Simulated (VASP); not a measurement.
Consider the following.

```
Pt3Ti
1.0
    4.06305     0.00000     0.00000
    0.00000     4.06305     0.00000
    0.00000     0.00000     4.06305
Ti Pt
1 3
Direct
  0.00000   0.00000   0.00000
  0.00000   0.50000   0.50000
  0.50000   0.00000   0.50000
  0.50000   0.50000   0.00000
```

Method: vdW-DF2, VASP's PBE PAW potentials (set 64) (plane waves; VASP 6.6.1). Settings: 520 eV cut-off, Gaussian smearing of 0.050 eV, potentials Ti_sv Pt.

**Question.** Give the energies of bands 11 to 24 at the high-symmetry points, in eV from the Fermi level.

**Answer.** 
| band | Γ | X | M | R |
|---|---|---|---|---|
| 11 | -5.58 | -4.23 | -4.01 | -3.75 |
| 12 | -3.07 | -3.93 | -4.01 | -3.08 |
| 13 | -3.07 | -3.61 | -3.60 | -3.08 |
| 14 | -3.07 | -3.61 | -3.60 | -3.08 |
| 15 | -1.50 | -3.02 | -3.46 | -2.60 |
| 16 | -1.50 | -2.58 | -2.69 | -2.60 |
| 17 | -0.57 | -2.27 | -2.63 | -0.48 |
| 18 | -0.07 | -2.27 | -2.63 | -0.48 |
| 19 | -0.07 | -2.22 | -2.00 | -0.48 |
| 20 | -0.07 | -1.25 | -1.90 | -0.17 |
| 21 | 1.05 | -0.21 | -1.89 | -0.14 |
| 22 | 1.05 | -0.21 | 0.11 | -0.14 |
| 23 | 1.53 | -0.07 | 0.11 | -0.14 |
| 24 | 1.53 | 0.38 | 0.28 | 0.87 |

It has no gap at this level: it comes out as a metal or semimetal.

The compound is Pt3Ti in the L1_2 structure. It was relaxed first, which changed the volume by +11 %.
